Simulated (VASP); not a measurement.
Energy against volume of PdIn (CsCl type). Calculation: revPBE GGA, VASP's PBE PAW potentials (set 64) (plane waves; VASP). Numerical set-up: 520 eV cut-off, 11×11×11 Γ-centred mesh, first-order Methfessel-Paxton smearing of 0.10 eV, potentials In_d Pd.

```json
[
 {"V (Å³/atom)": "17.415", "E (eV/atom)": "-3.95327"},
 {"V (Å³/atom)": "17.971", "E (eV/atom)": "-3.97019"},
 {"V (Å³/atom)": "18.527", "E (eV/atom)": "-3.97433"},
 {"V (Å³/atom)": "19.083", "E (eV/atom)": "-3.96805"}
]
```

Question: Fit these four points and predict the energy of the run at 19.638 Å³/atom.

Answer: A cubic in V^(−2/3), the third-order Birch-Murnaghan form, passes through the four points with V0 = 18.45 Å³/atom and B0 = 102 GPa, and gives -3.9533 eV/atom there. The run gave -3.9531 eV/atom, +0.2 meV/atom from the fit; all five points give B0 = 103 GPa.

The compound is PdIn in the CsCl type structure. It was relaxed first, which changed the volume by +8 %.
